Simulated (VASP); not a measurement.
An input for Quantum ESPRESSO's pw.x (written as the equivalent of a VASP run, and not itself run):

```
&CONTROL
  calculation = 'scf'
  pseudo_dir = './pseudo'
  outdir = './out'
  tprnfor = .true.
  tstress = .true.
/
&SYSTEM
  ibrav = 0
  nat = 3
  ntyp = 2
  ecutwfc = 102
  occupations = 'smearing'
  smearing = 'gaussian'
  degauss = 0.003675
  input_dft = 'pbe'
/
&ELECTRONS
  conv_thr = 7.3e-08
  electron_maxstep = 100
/
ATOMIC_SPECIES
  Cd 112.414 Cd.upf
  F 18.998 F.upf
CELL_PARAMETERS angstrom
     0.0000000    2.6603230    2.6751700
     2.6786470    0.0000000    2.6751700
     2.6786470    2.6603230    0.0000000
ATOMIC_POSITIONS crystal
  Cd   0.0000000  0.0000000  0.0000000
  F    0.2500000  0.2500000  0.2500000
  F    0.7456650  0.7543350  0.7543350
K_POINTS automatic
  7 7 7 0 0 0
```

**Question.** Write the VASP files for the same calculation (PBE).

**Answer.** Several could match; the one computed here: 
### POSCAR
```
CdF2
1
    0.0000000000     2.6603230000     2.6751700000
    2.6786470000     0.0000000000     2.6751700000
    2.6786470000     2.6603230000     0.0000000000
Cd F
1 2
Direct
  0.0000000000   0.0000000000   0.0000000000
  0.2500000000   0.2500000000   0.2500000000
  0.7456650000   0.7543350000   0.7543350000
```

**INCAR**
```
! general
SYSTEM   =  CdF2
PREC     =  Accurate
ENCUT    =  520
LREAL    =  .FALSE.
LASPH    =  .TRUE.

! electronic loop
EDIFF    =  1E-6
NELM     =  100
ALGO     =  Normal
LMAXMIX  =  4

! smearing
ISMEAR   =  0
SIGMA    =  0.05

! functional
GGA      =  PE

! ions
ISIF     =  2

! output
LWAVE    =  .FALSE.
LCHARG   =  .FALSE.
```

### KPOINTS
```
kpoints
0
G
  7 7 7
0 0 0
```

POTCAR, in this order: Cd F (PBE.64 set). Program: vasp_std.

Limits of the translation: the potentials are each code's own (VASP's PAW set, PseudoDojo norm-conserving files in pw.x), so ENCUT and ecutwfc are chosen apart and not converted; conv_thr bounds pw.x's estimated SCF error, while EDIFF bounds the energy change between steps.

The compound is CdF2 in the fluorite structure. The cell was not relaxed at this level, atoms are displaced from their ideal sites.
